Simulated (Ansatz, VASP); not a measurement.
# OsRh4: VASP beside Ansatz, part 2 of 2

One calculation is typed for both programs; each brings its own data sets and cutoff. How far apart do they land? The structure shown is the end of the VASP relaxation below.

VASP 6.6.1 and Ansatz 0.2.0.

So far: The starting structure; VASP: relaxation, PBE.

### Step 3. Ansatz: single point, PBE

Level of this step: Ansatz beside VASP: Kohn-Sham DFT, plane waves, PBE (Ansatz).

Ansatz runs on its default PAW (the set named soft_2) files.

The same cell, functional, mesh and smearing now go to Ansatz, which takes its cutoff from its data sets.

File input.yaml:

```yaml
crystal:
  lattice:
    - [5.41643794, 0.0, 0.0]
    - [0.0, 5.41643794, 0.0]
    - [0.0, 0.0, 21.66]
  atoms:
    - { symbol: Os, position: [0.0, 0.0, 0.67314601] }
    - { symbol: Os, position: [0.5, 0.0, 0.67314601] }
    - { symbol: Os, position: [0.0, 0.0, 0.32685399] }
    - { symbol: Os, position: [0.5, 0.0, 0.32685399] }
    - { symbol: Rh, position: [0.0, 0.5, 0.6761094] }
    - { symbol: Rh, position: [0.5, 0.5, 0.6761094] }
    - { symbol: Rh, position: [0.25, 0.24807839, 0.59046276] }
    - { symbol: Rh, position: [0.75, 0.24807839, 0.59046276] }
    - { symbol: Rh, position: [0.25, 0.75192161, 0.59046276] }
    - { symbol: Rh, position: [0.75, 0.75192161, 0.59046276] }
    - { symbol: Rh, position: [0.0, 0.0, 0.5] }
    - { symbol: Rh, position: [0.5, 0.0, 0.5] }
    - { symbol: Rh, position: [0.0, 0.5, 0.5] }
    - { symbol: Rh, position: [0.5, 0.5, 0.5] }
    - { symbol: Rh, position: [0.25, 0.24807839, 0.40953724] }
    - { symbol: Rh, position: [0.75, 0.24807839, 0.40953724] }
    - { symbol: Rh, position: [0.25, 0.75192161, 0.40953724] }
    - { symbol: Rh, position: [0.75, 0.75192161, 0.40953724] }
    - { symbol: Rh, position: [0.0, 0.5, 0.3238906] }
    - { symbol: Rh, position: [0.5, 0.5, 0.3238906] }
hamiltonian:
  xc: pbe
  pseudopotentials: { kind: paw }
kpoints:
  mp_grid: { grid: [4, 4, 1] }
scf:
  occupations: { method: gaussian, width: 0.1 }
  n_extra_bands: 9
output:
  forces: true
  eigenvalues: true
```

The run is started by

```
> ansatz run input.yaml --threads 8 --pin off --max-ram 18432MiB --backend cpu --events-out ev --progress --plain --runs-dir out
```

Numbers of over 12 decimals in the logs are rounded to 6 here.

The program printed:

```text
scf.n_extra_bands = 9 over 168 filled bands (N_el = 336.0): the run solves 177 bands
Engine: ansatz 0.2.0, aarch64-unknown-linux-gnu
Pseudopotentials: kind: paw
Pseudopotential: Os, paw, valence charge 16, recommended cutoff 420 eV (normal), Os.paw.azcp
Pseudopotential: Rh, paw, valence charge 17, recommended cutoff 420 eV (normal), Rh.paw.azcp
Functional definition: PBE
  parameter kappa = 0.804
  parameter beta = 0.066725
  exchange = pbe_x(kappa = kappa, mu = beta*pi^2/3)
  correlation = pbe_c(beta = beta)
Crystal: 20 atoms, lattice volume = 635.457 Å³
Basis set: ecut = 420 eV, 12341 PW (Γ), exchange–correlation on 80×80×300 points (8 copies of the dense FFT grid, shifted against one another)
Bands: 177, of which v1, the nominal top of the filled ones, is band 168 counted from 1 (167 counted from 0)
Symmetry: 16 space group operations
Space group: Pmmm (ITA 47), of the structure as read, at distance tolerance 8.6e-5 Å
k-points: 9 of 16
Non-local potential: Os, projectors of the file, l = 0: 3, l = 1: 2, l = 2: 2, l = 3: 1
Non-local potential: Rh, projectors of the file, l = 0: 3, l = 1: 2, l = 2: 2, l = 3: 1
PAW form: soft (Blöchl's): semilocal exchange-correlation on the pseudo side does not see the compensation charge
PAW one-centre angular grid: Os, 590 points (default); XC on 64 Gauss nodes
PAW one-centre angular grid: Rh, 590 points (default); XC on 64 Gauss nodes
Initial density: superposition of atomic densities (neutral atoms: chi_scale 0, normalization atom), corrected by the library's trained network
Initial wavefunctions: pseudopotential atomic-orbital guess
Functional: x = pbe(κ = 0.804, μ = 0.219515), c = pbe(β = 0.066725)
SCF iter   1: F=—  HF=-147972.514185 eV  |F-HF|=—  |Δ(HF+E_count)|=         —  Δρ=8.47e-3  dr2=6.93e-1  ethr=1.77e-3  ⟨swp⟩=6.7  Hψ=6424  notcnv=0
preconditioner: auto → LDOS  [metal: Δε(μ)=0.003 eV  Ē_g=3.253 eV  σ=0.100 eV  W_gap=0.02  n_scr=148 (ndim 8)  ℏωp=19.5 eV  f_vac=0.494  D(μ)=35.12/eV (n_scr^D=344)  β→1.0]
SCF iter   2: F=—  HF=-147972.495488 eV  |F-HF|=—  |Δ(HF+E_count)|=   1.87e-2  Δρ=4.79e-3  dr2=1.36e-1  ethr=2.06e-4  ⟨swp⟩=2.0  Hψ=2838  notcnv=0  defer=2
SCF iter   3: F=—  HF=-147972.485664 eV  |F-HF|=—  |Δ(HF+E_count)|=   9.82e-3  Δρ=1.72e-3  dr2=5.60e-2  ethr=4.05e-5  ⟨swp⟩=2.1  Hψ=2595  notcnv=0  defer=2
SCF iter   4: F=—  HF=-147972.482007 eV  |F-HF|=—  |Δ(HF+E_count)|=   3.66e-3  Δρ=7.87e-4  dr2=6.55e-3  ethr=1.67e-5  ⟨swp⟩=2.0  Hψ=2360  notcnv=0  defer=2
SCF iter   5: F=—  HF=-147972.481654 eV  |F-HF|=—  |Δ(HF+E_count)|=   3.53e-4  Δρ=1.88e-4  dr2=7.52e-4  ethr=1.95e-6  ⟨swp⟩=2.0  Hψ=2026  notcnv=0  defer=2
SCF iter   6: F=—  HF=-147972.481694 eV  |F-HF|=—  |Δ(HF+E_count)|=   4.01e-5  Δρ=4.65e-5  dr2=2.17e-5  ethr=2.24e-7  ⟨swp⟩=2.1  Hψ=2360  notcnv=0  defer=2
SCF iter   7: F=—  HF=-147972.480792 eV  |F-HF|=—  |Δ(HF+E_count)|=   9.03e-4  Δρ=1.67e-5  dr2=4.38e-6  ethr=6.47e-9  ⟨swp⟩=2.9  Hψ=3147  notcnv=0  defer=1
SCF iter   8: F=—  HF=-147972.480793 eV  |F-HF|=—  |Δ(HF+E_count)|=   1.61e-6  Δρ=7.85e-6  dr2=9.53e-7  ethr=1.30e-9  ⟨swp⟩=2.1  Hψ=2408  notcnv=0  defer=1
SCF iter   9: F=—  HF=-147972.480794 eV  |F-HF|=—  |Δ(HF+E_count)|=   3.93e-7  Δρ=3.22e-6  dr2=1.19e-7  ethr=2.84e-10  ⟨swp⟩=2.2  Hψ=2469  notcnv=0  defer=1
SCF iter  10: F=-147972.480794 eV  HF=-147972.480794 eV  |F-HF|=2.12e-8  |Δ(HF+E_count)|=   1.27e-7  Δρ=1.08e-6  dr2=9.39e-9  ethr=2.98e-11  ⟨swp⟩=6.3  Hψ=6561  notcnv=0
SCF 1 converged in 10 iterations: F = -147972.480794 eV  dr2 = 9.39e-9
  greatest PAW one-centre occupation: 1.000 electrons in one spin orbital (limit 2), on the Os atom at site 3 (counted from 0), in its partial waves of l = 0
SCF converged after 10 iterations
Free energy (F): -147972.480794 eV
Harris-Foulkes:  -147972.480794 eV  (|F-HF|=2.12e-8)
Internal energy: -147972.300775 eV  (E = F + TS)
E sigma→0 (E₀):  -147972.390784 eV
Entropy (-TS):   -0.180019 eV (-9.001 meV/atom)
Fermi energy:    7.078872 eV
--- Per-component energies (eV) ---
  E_band       = -6912.850417
  E_kinetic    = 11399.409027
  E_local      = -433950.107636  (includes V_loc(G=0)·N_el)
  E_nonlocal   = 5671.988891
  E_hartree    = 210355.548226
  E_xc         = -4598.781173
  E_vxc        = -5567.782310  (∫ρ·V_xc dr)
  E_paw        = -93438.751796  (= ΣΔE_a)
  E_vpaw       = -5177.509660  (= ΣTr[D̂ρ^β])
  E_aug_tail   = 0.013649  (compensation charges beyond the density's cutoff)
  E_ewald      = 156588.380037
  E_smearing   = -0.180019  (= −TS)
  E_closure    = -0.000000  (closes the sum)
  Σ components = -147972.480794   (vs F -147972.480794, Δ=0.00e0)
--- Forces (eV/Å), atoms counted from 1 ---
  atom   1  Os     0.00000000    -0.00000000    -0.03548396
  atom   2  Os     0.00000000     0.00000000    -0.03548396
  atom   3  Os     0.00000000    -0.00000000     0.03548396
  atom   4  Os    -0.00000000    -0.00000000     0.03548396
  atom   5  Rh     0.00000000     0.00000000     0.01205366
  atom   6  Rh     0.00000000     0.00000000     0.01205366
  atom   7  Rh    -0.00000000    -0.02208077    -0.01421135
  atom   8  Rh    -0.00000000    -0.02208077    -0.01421135
  atom   9  Rh    -0.00000000     0.02208077    -0.01421135
  atom  10  Rh    -0.00000000     0.02208077    -0.01421135
  atom  11  Rh     0.00000000     0.00000000     0.00000000
  atom  12  Rh    -0.00000000     0.00000000     0.00000000
  atom  13  Rh     0.00000000     0.00000000     0.00000000
  atom  14  Rh     0.00000000     0.00000000     0.00000000
  atom  15  Rh     0.00000000    -0.02208077     0.01421135
  atom  16  Rh     0.00000000    -0.02208077     0.01421135
  atom  17  Rh    -0.00000000     0.02208077     0.01421135
  atom  18  Rh     0.00000000     0.02208077     0.01421135
  atom  19  Rh     0.00000000     0.00000000    -0.01205366
  atom  20  Rh     0.00000000     0.00000000    -0.01205366
  max |Σ_I F_I| component: 1.04e-17 eV/Å
--- Band table (eV; the first three rows and the last of 9) ---
  k-point 0: bands = [... 164 lower, 7.3594, 7.3983, 7.4128, 7.5067, 7.5400, 7.6177, 7.6334, 7.7049, ... 5 higher]
  k-point 1: bands = [... 164 lower, 7.1075, 7.1077, 7.1415, 7.1977, 7.3108, 7.4464, 7.4524, 7.4760, ... 5 higher]
  k-point 2: bands = [... 164 lower, 6.6879, 6.7936, 6.8939, 6.9817, 6.9935, 7.0184, 7.1463, 7.2155, ... 5 higher]
  k-point 8: bands = [... 164 lower, 6.1598, 6.1598, 6.2073, 6.2073, 6.2455, 6.2455, 6.3426, 6.3426, ... 5 higher]
```

It took 18 s on 8 threads of Arm Neoverse N1, shared host; peak memory 4.3 GiB.

The column dr2 measures how far the density is from self-consistency, as an energy; F and HF (Harris–Foulkes) agree once it is small.

### Step 4. Side by side

Known differences besides the potentials themselves: the data sets hold 336 valence electrons in Ansatz (default PAW (the set named soft_2) files) and 272 in VASP; the cutoff is 420 eV in Ansatz and 330 eV in VASP (PREC = Normal, projectors in real space). Total energies have different zeros and are not compared.

At this near-relaxed geometry the largest component of a force difference is 34 meV/Å. VASP's last cycles still show a density residual of 4e-03, so its state may not be settled.

### Step 5. What came out

- r.m.s. force difference (single point, PBE): 11 meV/Å

The r.m.s. force difference is 11 meV/Å (single point, PBE), within the 12 meV/Å picked in this series as the mark of a large difference. Such differences can come from data sets, numerical settings and the points named under the comparisons, not from the functional's error against experiment.

[Lines on the potential files, build, host, timing and source positions are cut from VASP's logs without a mark.]

[Logs are printed without paths, hosts, clocks, repeated set-up lines and the standing remarks that a program may print on its own settings, such as how far it seeks lower states.]

[Hosts, paths, dates, database ids (printed as entryN), source tags and the programs' standing remarks are cut or masked in the printed files.]
